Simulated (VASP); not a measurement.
Data:

```yaml
crystal:
  lattice:
    - [-2.10904, 2.10904, 6.39701]
    - [2.10904, -2.10904, 6.39701]
    - [2.10904, 2.10904, -6.39701]
  atoms:
    - { symbol: Ba, position: [0.00000, 0.00000, 0.00000] }
    - { symbol: Al, position: [0.75000, 0.25000, 0.50000] }
    - { symbol: Al, position: [0.25000, 0.75000, 0.50000] }
    - { symbol: Ge, position: [0.63152, 0.63152, 0.00000] }
    - { symbol: Ge, position: [0.36848, 0.36848, 0.00000] }
```

The numbers are results of PBEsol GGA, VASP's PBE PAW potentials (set 64) (plane waves; VASP 6.6.1), not measurements. Numerical set-up: 400 eV cut-off, Gaussian smearing of 0.050 eV, potentials Ba_sv Al Ge_d.

Q: Give the energies of bands 17 to 25 at the high-symmetry points, in eV from the Fermi level.

A: 
| band | Γ | X | P | N | M | S | R |
|---|---|---|---|---|---|---|---|
| 17 | -5.14 | -6.04 | -5.90 | -5.22 | -2.69 | -5.60 | -5.86 |
| 18 | -2.87 | -5.74 | -5.90 | -5.03 | -2.67 | -4.57 | -5.71 |
| 19 | -2.87 | -3.83 | -3.71 | -1.69 | -2.67 | -2.04 | -3.83 |
| 20 | -0.76 | -3.22 | -2.86 | -1.68 | -2.33 | -1.82 | -3.19 |
| 21 | -0.10 | -2.48 | -2.86 | -1.29 | -1.33 | -0.91 | -2.54 |
| 22 | -0.10 | -1.80 | -2.15 | -1.14 | -0.64 | -0.55 | -1.83 |
| 23 | -0.10 | 0.41 | 1.44 | 0.69 | -0.46 | 0.49 | 0.55 |
| 24 | 0.00 | 1.67 | 2.08 | 1.38 | -0.46 | 0.89 | 1.76 |
| 25 | 2.18 | 2.50 | 2.08 | 1.56 | 1.80 | 1.13 | 2.46 |

It has no gap at this level: it comes out as a metal or semimetal.

The structure comes from a computed database's Al2BaGe2 entry (I4/mmm); how it stands against other phases isn't given here. It was relaxed first.
